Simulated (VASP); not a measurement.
A run of VASP 6.6.1 is set up as follows.

File INCAR:

```
ALGO = All ; EDIFF = 1E-6
ENCUT = 520 ; GGA = PE
ISIF = 2 ; ISMEAR = -1
ISPIN = 2 ; LASPH = T
LCHARG = F ; LDAU = T
LDAUJ = 0 0 ; LDAUL = 3 -1
LDAUPRINT = 1 ; LDAUTYPE = 2
LDAUU = 6 0 ; LMAXMIX = 6
LORBIT = 11 ; LREAL = F
LWAVE = F ; MAGMOM = 7 -7 0 0
NELM = 300 ; PREC = Accurate
SIGMA = 0.05
```

File KPOINTS:

```
k-points
0
Gamma
  7 7 7
```

The input POSCAR:

```
GdN
1.0
    2.5850000000      2.5850000000      5.1700000000
    5.1700000000      2.5850000000      2.5850000000
    2.5850000000      5.1700000000      2.5850000000
Gd N
2 2
Direct
    0.0000000000      0.0000000000      0.0000000000
    0.5000000000      0.5000000000      0.5000000000
    0.2500000000      0.2500000000      0.2500000000
    0.7500000000      0.7500000000      0.7500000000
```

Potentials or basis: VASP PAW PBE potentials, release 64 (Gd, N).

Run with:

```sh
$ cat potpaw_PBE.64/Gd/POTCAR potpaw_PBE.64/N/POTCAR > POTCAR
$ mpirun -np 1 vasp_std > vasp.out
```

Task: What does it give for the site moments?

Result: Gd +6.87, -6.87; N +0.00 μB.

Task: Estimate the pressure.

Result: -11.7 GPa.

Task: What does it give for the band gap on the k mesh?

Result: 0.35 eV.

Task: Estimate the net moment.

Result: 0.00 μB per cell.

Eigenvalues of the final occupation matrices:
```csv
site,spin,trace,eigenvalues
site 1 f,1,6.94,0.99 0.99 0.99 0.99 0.99 0.99 0.99
site 1 f,2,0.03,0.00 0.00 0.00 0.00 0.01 0.01 0.01
site 2 f,1,0.03,0.00 0.00 0.00 0.00 0.01 0.01 0.01
site 2 f,2,6.94,0.99 0.99 0.99 0.99 0.99 0.99 0.99
```

Caveat: spin-orbit coupling is left out, which moves the levels of the heavy elements; an odd mesh through Γ misses points on the zone boundary, where band edges often lie. The state reached can hang on the start; a lower one may exist.
